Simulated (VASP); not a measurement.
Output of a VASP run:

OSZICAR:
```
...
RMM:   2    -0.318810299419E+03   -0.12142E-02   -0.13084E-02  1556   0.232E-01    0.123E-01
RMM:   3    -0.318810384773E+03   -0.85354E-04   -0.16826E-03  1556   0.862E-02    0.650E-02
RMM:   4    -0.318810378456E+03    0.63173E-05   -0.21483E-04  1527   0.322E-02    0.498E-02
RMM:   5    -0.318810371511E+03    0.69450E-05   -0.60288E-05  1253   0.164E-02
   7 F= -.31881037E+03 E0= -.31880186E+03  d E =-.453834E-02  mag=     1.0000
       N       E                     dE             d eps       ncg     rms          rms(c)
DAV:   1    -0.318810474277E+03   -0.95822E-04   -0.12118E+00  1656   0.208E+00    0.159E-01
RMM:   2    -0.318812106549E+03   -0.16323E-02   -0.17782E-02  1556   0.277E-01    0.103E-01
RMM:   3    -0.318812213937E+03   -0.10739E-03   -0.22536E-03  1556   0.101E-01    0.586E-02
RMM:   4    -0.318812203092E+03    0.10845E-04   -0.28576E-04  1561   0.387E-02    0.415E-02
RMM:   5    -0.318812194756E+03    0.83362E-05   -0.70331E-05  1374   0.191E-02
   8 F= -.31881219E+03 E0= -.31880356E+03  d E =-.182325E-02  mag=     1.0000
       N       E                     dE             d eps       ncg     rms          rms(c)
DAV:   1    -0.318811118213E+03    0.10849E-02   -0.10817E+00  1656   0.197E+00    0.153E-01
RMM:   2    -0.318812575223E+03   -0.14570E-02   -0.15893E-02  1556   0.261E-01    0.102E-01
RMM:   3    -0.318812668703E+03   -0.93480E-04   -0.20184E-03  1556   0.955E-02    0.566E-02
RMM:   4    -0.318812660205E+03    0.84973E-05   -0.25362E-04  1539   0.360E-02    0.391E-02
RMM:   5    -0.318812654833E+03    0.53720E-05   -0.62835E-05  1309   0.172E-02
   9 F= -.31881265E+03 E0= -.31880392E+03  d E =-.228332E-02  mag=     1.0000
       N       E                     dE             d eps       ncg     rms          rms(c)
DAV:   1    -0.318811717542E+03    0.94266E-03   -0.12722E+00  1656   0.214E+00    0.188E-01
RMM:   2    -0.318813870372E+03   -0.21528E-02   -0.23055E-02  1556   0.311E-01    0.137E-01
RMM:   3    -0.318813983740E+03   -0.11337E-03   -0.29693E-03  1557   0.115E-01    0.793E-02
RMM:   4    -0.318813953850E+03    0.29890E-04   -0.37075E-04  1558   0.411E-02    0.512E-02
RMM:   5    -0.318813959386E+03   -0.55359E-05   -0.79390E-05  1397   0.201E-02
  10 F= -.31881396E+03 E0= -.31880521E+03  d E =-.130455E-02  mag=     1.0000
       N       E                     dE             d eps       ncg     rms          rms(c)
DAV:   1    -0.318813548534E+03    0.40532E-03   -0.32135E-01  1680   0.107E+00    0.993E-02
RMM:   2    -0.318814071043E+03   -0.52251E-03   -0.57800E-03  1556   0.156E-01    0.749E-02
RMM:   3    -0.318814092051E+03   -0.21009E-04   -0.72762E-04  1556   0.577E-02    0.409E-02
RMM:   4    -0.318814084731E+03    0.73204E-05   -0.10160E-04  1459   0.224E-02    0.290E-02
RMM:   5    -0.318814081572E+03    0.31590E-05   -0.28889E-05  1033   0.121E-02
  11 F= -.31881408E+03 E0= -.31880535E+03  d E =-.142674E-02  mag=     1.0000
       N       E                     dE             d eps       ncg     rms          rms(c)
DAV:   1    -0.318813555016E+03    0.52971E-03   -0.88506E-01  1664   0.178E+00    0.138E-01
RMM:   2    -0.318814719074E+03   -0.11641E-02   -0.12415E-02  1556   0.232E-01    0.104E-01
RMM:   3    -0.318814796885E+03   -0.77811E-04   -0.15730E-03  1556   0.843E-02    0.641E-02
RMM:   4    -0.318814782899E+03    0.13986E-04   -0.21143E-04  1500   0.307E-02    0.468E-02
RMM:   5    -0.318814774673E+03    0.82258E-05   -0.58664E-05  1202   0.156E-02
  12 F= -.31881477E+03 E0= -.31880622E+03  d E =-.693102E-03  mag=     1.0000
```

**OUTCAR**
```
------------------------ aborting loop because EDIFF is reached ----------------------------------------
  FORCE on cell =-STRESS in cart. coord.  units (eV):
  Direction    XX          YY          ZZ          XY          YZ          ZX
  --------------------------------------------------------------------------------------
  Total      -22.8476623    -21.1476486    -24.0843591     -0.8928556     -0.0670127     -0.1435055
  in kB      -41.0371699    -37.9837394    -43.2584272     -1.6036769     -0.1203630     -0.2577533
  external PRESSURE =     -40.7597788 kB  Pullay stress =       0.0000000 kB
  volume of cell :      892.02
      direct lattice vectors                 reciprocal lattice vectors
     4.932320690 -8.543031394  0.000000000     0.101372160 -0.058527234  0.000000000
     4.932320690  8.543031394  0.000000000     0.101372160  0.058527234  0.000000000
     0.000000000  0.000000000 10.584775396     0.000000000  0.000000000  0.094475316
  FREE ENERGIE OF THE ION-ELECTRON SYSTEM (eV)
  ---------------------------------------------------
  free  energy   TOTEN  =      -318.8147746733 eV

  energy  without entropy=     -318.7976720350  energy(sigma->0) =     -318.80622335

 total charge

# of ion       s       p       d       tot
------------------------------------------
    1        0.440   0.455   9.890  10.785
    2        0.441   0.455   9.892  10.788
    3        0.442   0.459   9.892  10.793
    4        0.440   0.454   9.889  10.783
    5        0.440   0.455   9.891  10.785
    6        0.441   0.455   9.892  10.788
    7        0.442   0.459   9.893  10.793
    8        0.443   0.463   9.892  10.798
    9        0.441   0.456   9.891  10.788
   10        0.441   0.455   9.892  10.787
   11        0.441   0.455   9.892  10.788
   12        0.443   0.458   9.886  10.787
   13        0.440   0.455   9.890  10.785
   14        0.441   0.457   9.892  10.790
   15        0.442   0.459   9.892  10.793
   16        0.473   0.475   9.860  10.808
   17        0.477   0.485   9.865  10.827
   18        0.441   0.459   9.893  10.793
   19        0.440   0.453   9.890  10.783
   20        0.476   0.485   9.863  10.824
   21        0.440   0.455   9.890  10.785
   22        0.441   0.455   9.892  10.787
   23        0.442   0.458   9.892  10.792
   24        0.443   0.458   9.886  10.788
   25        0.440   0.455   9.892  10.788
   26        0.441   0.455   9.892  10.788
   27        0.440   0.454   9.892  10.786
   28        0.440   0.453   9.889  10.782
   29        0.440   0.454   9.891  10.785
   30        0.441   0.459   9.893  10.793
   31        0.442   0.459   9.892  10.793
   32        0.476   0.485   9.863  10.823
   33        0.440   0.455   9.890  10.785
   34        0.441   0.455   9.892  10.787
   35        0.442   0.458   9.892  10.792
   36        0.440   0.454   9.889  10.783
   37        1.573   3.449   0.000   5.022
   38        1.570   3.461   0.000   5.031
   39        1.571   3.462   0.000   5.032
   40        1.570   3.462   0.000   5.032
   41        1.571   3.461   0.000   5.032
   42        1.571   3.461   0.000   5.031
   43        1.571   3.462   0.000   5.033
   44        1.571   3.462   0.000   5.033
   45        1.571   3.462   0.000   5.032
   46        1.571   3.459   0.000   5.030
   47        1.570   3.461   0.000   5.031
   48        1.571   3.461   0.000   5.032
...
```
(Selected blocks of OUTCAR.)

**POSCAR**
```
Zn36NO35
1
    4.9323206900    -8.5430313936     0.0000000000
    4.9323206900     8.5430313936     0.0000000000
    0.0000000000     0.0000000000    10.5847753959
Zn O N
36 35 1
Direct
  0.2222220000   0.1111110000   0.2500000000
  0.1111110000   0.2222220000   0.0000000000
  0.2222220000   0.1111110000   0.7500000000
  0.1111110000   0.2222220000   0.5000000000
  0.2222220000   0.4444440000   0.2500000000
  0.1111110000   0.5555560000   0.0000000000
  0.2222220000   0.4444440000   0.7500000000
  0.1111110000   0.5555560000   0.5000000000
  0.2222220000   0.7777780000   0.2500000000
  0.1111110000   0.8888890000   0.0000000000
  0.2222220000   0.7777780000   0.7500000000
  0.1111110000   0.8888890000   0.5000000000
  0.5555560000   0.1111110000   0.2500000000
  0.4444440000   0.2222220000   0.0000000000
  0.5555560000   0.1111110000   0.7500000000
  0.4399390000   0.2204020000   0.5044640000
  0.5571130000   0.4459570000   0.2461390000
  0.4444440000   0.5555560000   0.0000000000
  0.5555560000   0.4444440000   0.7500000000
  0.4409530000   0.5487960000   0.4999970000
  0.5555560000   0.7777780000   0.2500000000
  0.4444440000   0.8888890000   0.0000000000
  0.5555560000   0.7777780000   0.7500000000
  0.4444440000   0.8888890000   0.5000000000
  0.8888890000   0.1111110000   0.2500000000
  0.7777780000   0.2222220000   0.0000000000
  0.8888890000   0.1111110000   0.7500000000
  0.7777780000   0.2222220000   0.5000000000
  0.8888890000   0.4444440000   0.2500000000
  0.7777780000   0.5555560000   0.0000000000
  0.8888890000   0.4444440000   0.7500000000
  0.7833130000   0.5577550000   0.5017250000
  0.8888890000   0.7777780000   0.2500000000
  0.7777780000   0.8888890000   0.0000000000
  0.8888890000   0.7777780000   0.7500000000
  0.7777780000   0.8888890000   0.5000000000
  0.2222220000   0.1111110000   0.4410000000
  0.1111110000   0.2222220000   0.1910000000
  0.2222220000   0.1111110000   0.9410000000
  0.1111110000   0.2222220000   0.6910000000
  0.2222220000   0.4444440000   0.4410000000
  0.1111110000   0.5555560000   0.1910000000
  0.2222220000   0.4444440000   0.9410000000
  0.1111110000   0.5555560000   0.6910000000
  0.2222220000   0.7777780000   0.4410000000
  0.1111110000   0.8888890000   0.1910000000
  0.2222220000   0.7777780000   0.9410000000
  0.1111110000   0.8888890000   0.6910000000
  0.5555560000   0.1111110000   0.4410000000
  0.4444440000   0.2222220000   0.1910000000
  0.5555560000   0.1111110000   0.9410000000
  0.4444440000   0.2222220000   0.6910000000
  0.4444440000   0.5555560000   0.1910000000
  0.5555560000   0.4444440000   0.9410000000
  0.4444440000   0.5555560000   0.6910000000
  0.5555560000   0.7777780000   0.4410000000
  0.4444440000   0.8888890000   0.1910000000
  0.5555560000   0.7777780000   0.9410000000
  0.4444440000   0.8888890000   0.6910000000
  0.8888890000   0.1111110000   0.4410000000
  0.7777780000   0.2222220000   0.1910000000
  0.8888890000   0.1111110000   0.9410000000
  0.7777780000   0.2222220000   0.6910000000
  0.8888890000   0.4444440000   0.4410000000
  0.7777780000   0.5555560000   0.1910000000
  0.8888890000   0.4444440000   0.9410000000
  0.7777780000   0.5555560000   0.6910000000
  0.8888890000   0.7777780000   0.4410000000
  0.7777780000   0.8888890000   0.1910000000
  0.8888890000   0.7777780000   0.9410000000
  0.7777780000   0.8888890000   0.6910000000
  0.5579820000   0.4449110000   0.4448910000
```

Question: Write an INCAR and KPOINTS that could have produced this output.

Answer: This is not unique; one that fits is the input of the run itself, PBE GGA, plane waves, VASP's PBE PAW potentials (set 64).

**INCAR**
```
SYSTEM = Zn36NO35
PREC = Normal
ENCUT = 400
EDIFF = 1E-5
NELM = 100
ALGO = Fast
LREAL = Auto
LASPH = .TRUE.
ISMEAR = 0
SIGMA = 0.05
GGA = PE
LMAXMIX = 4
LWAVE = .FALSE.
LCHARG = .FALSE.
NELMIN = 4
ISYM = 0
ISPIN = 2
NUPDOWN = 1
MAGMOM = 72*0.0139
LORBIT = 10
IBRION = 2
ISIF = 2
NSW = 60
EDIFFG = -0.03
```

**KPOINTS**
```
Automatic mesh
0
Gamma
1 1 1
0 0 0
```

POTCAR, in this order: Zn O N (PBE.64 set). Program: vasp_gam.

At this cut-off the stress carries a Pulay error, which pulls relaxed volumes low. The supercell is sampled at Γ alone, which is coarse: total energies, pressure and levels can be off, energies of defects by several tenths of an eV.

The cell is a supercell with a defect, built from ZnO (wurtzite): N_O.
